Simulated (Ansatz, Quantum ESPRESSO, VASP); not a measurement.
# One structure in several programs: Rb2MnF5 (P4/mmm, 8 atoms in the cell)

Self-consistent single point.

```xyz
8
Lattice="5.9855 0.0000 0.0000 0.0000 5.9855 0.0000 0.0000 0.0000 4.1637" Properties=species:S:1:pos:R:3 pbc="T T T"
Rb     0.0000     2.9927     2.0819
Rb     2.9927     0.0000     2.0819
Mn     0.0000     0.0000     0.0000
F      0.0000     0.0000     2.0819
F      4.6655     4.6655     0.0000
F      1.3199     1.3199     0.0000
F      1.3199     4.6655     0.0000
F      4.6655     1.3199     0.0000
```
Moments meant for the start (each program seeds them in its own way; μB, in the order of the atoms Rb Rb Mn F F F F F): 0.0 0.0 4.0 0.0 0.0 0.0 0.0 0.0.

Shared settings, as Ansatz (a first-principles code) writes them: kpoints.mp_grid.grid = 3 3 4; scf.occupations.method = fermi_dirac; scf.occupations.width = 0.0037 Ry. Potentials and cutoffs stand in the table.

```csv
code,model,pressure (GPa),largest force (eV/Å),size of the net moment (μB/atom),cutoff
VASP,"LDA (PZ), VASP's LDA PAW potentials (set 64)",-9.33,0.349,0.50,400 eV
Quantum ESPRESSO,"LDA (PZ), GBRV 1.5 ultrasoft (LDA) pseudopotentials",-3.40,0.397,0.50,50 Ry
Ansatz,"LDA (PW92), PAW files made with PBE",-3.84,0.433,0.50,default
```

On Ansatz's run: with one magnetic atom in the cell only a parallel order is possible.

The spread over the programs that give each value: pressure within 5.93 GPa; largest force within 0.084 eV/Å; size of the net moment within 0.00 μB/atom.

Ansatz's pressure is given at a fixed set of plane waves, as the other plane-wave codes print theirs; with its correction for the finite basis it is -3.44 GPa (the shift of 0.41 GPa shows how far the cutoff is from converged). The same LDA comes in different parametrisations, which differ slightly. In the pressure, VASP (by 5.48) lies more than 1 GPa from the median of the plane-wave programs.

The shared mesh is coarse (it stands for a supercell whose shortest vector is 17 Å), so the values are not converged in it.

VASP's run is marked for a possible Pulay error in its stress at this cutoff; no cutoff test was made.

The starting cell comes from a database of computed structures (which also holds hypothetical and non-ambient phases and stackings), without a prior relaxation at this level.

Left out of this page: GPAW, CP2K and SIESTA (not drawn, or without a comparable value).

Keys are those of Ansatz 0.2.
